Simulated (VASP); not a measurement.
Wanted: the native input for a VASP 6.6.1 run.

* Task: relaxation of cell and atoms
* Functional: PBE
* Potentials or basis: VASP PAW PBE potentials, release 64 (Sn_d, H, Br)
* Cutoff: 520 eV
* k mesh: 3 × 3 × 3
* Occupations: gaussian, width 0.15 eV
* Spin: no spin polarisation
* Further INCAR settings: PREC = Normal; ALGO = Fast; EDIFF = 0.0001; IBRION = 2; EDIFFG = -0.08; NSW = 24; ISIF = 3

The structure of Sn2HBr3 lies in POSCAR:

```
Sn2HBr3
1.0
    4.3142797900      2.4908506000      3.0632850700
   -4.3142797900      2.4908506000      3.0632850700
    0.0000000000     -4.9817012000      3.0632850700
Sn H Br
2 1 3
Direct
    0.7708021400      0.7708021400      0.7708021400
    0.2291978600      0.2291978600      0.2291978600
    0.5000000000      0.5000000000      0.5000000000
    0.0000000000      0.5000000000      0.0000000000
    0.0000000000      0.0000000000      0.5000000000
    0.5000000000      0.0000000000      0.0000000000
```

The cell was built by a generator and needn't be a form met in nature.

These files were run (other wordings do the same):

INCAR

```
SYSTEM = Sn2HBr3
PREC     = Normal         ! precision mode
ENCUT    = 520            ! plane-wave cutoff, eV
EDIFF    = 1E-4           ! SCF threshold, eV
ISMEAR   = 0              ! smearing method
SIGMA    = 0.15           ! smearing width, eV
LREAL    = .False.        ! projectors in reciprocal space
LASPH    = .True.         ! aspherical terms in the spheres
NELM     = 60             ! most SCF steps
ALGO     = Fast           ! electronic algorithm
ISIF     = 3              ! what is computed and relaxed
LWAVE    = .False.        ! write WAVECAR
LCHARG   = .False.        ! write CHGCAR
GGA      = PE             ! functional
IBRION   = 2              ! ionic algorithm
NSW      = 24             ! ionic steps
EDIFFG   = -0.08          ! ionic threshold
```

KPOINTS

```
regular mesh
0
Gamma
  3 3 3
  0 0 0
```

Potentials or basis: VASP PAW PBE potentials, release 64 (Sn_d, H, Br).

Run with:

```sh
$ cat potpaw_PBE.64/Sn_d/POTCAR potpaw_PBE.64/H/POTCAR potpaw_PBE.64/Br/POTCAR > POTCAR
$ mpirun -np 1 vasp_std > vasp.out
```

Results of the run:

```
Relaxed volume                         : 37.39 Å³/atom
Relaxed cell                           : a = 6.223 Å, b = 6.223 Å, c = 6.223 Å, α = 101.44°, β = 101.44°, γ = 101.44°
Space group after relaxing (to 0.05 Å) : R-3m (No. 166)
Energy gained by relaxing              : 336.9 meV/atom
Ionic steps                            : 7
Pressure after relaxing                : -0.2 GPa
Largest force after relaxing           : 0.043 eV/Å
Band gap on the k mesh                 : 0.84 eV, direct
```

Caveat: spin-orbit coupling is left out, which moves the levels of the heavy elements; an odd mesh through Γ misses points on the zone boundary, where band edges often lie; the relaxation stopped at a loose force limit of 0.08 eV/Å, so its end isn't a converged minimum.

Wall time 110 s on 1 thread of AMD EPYC 7R13 Processor (Zen 3), with other jobs on the host, peak memory 0.2 GiB.
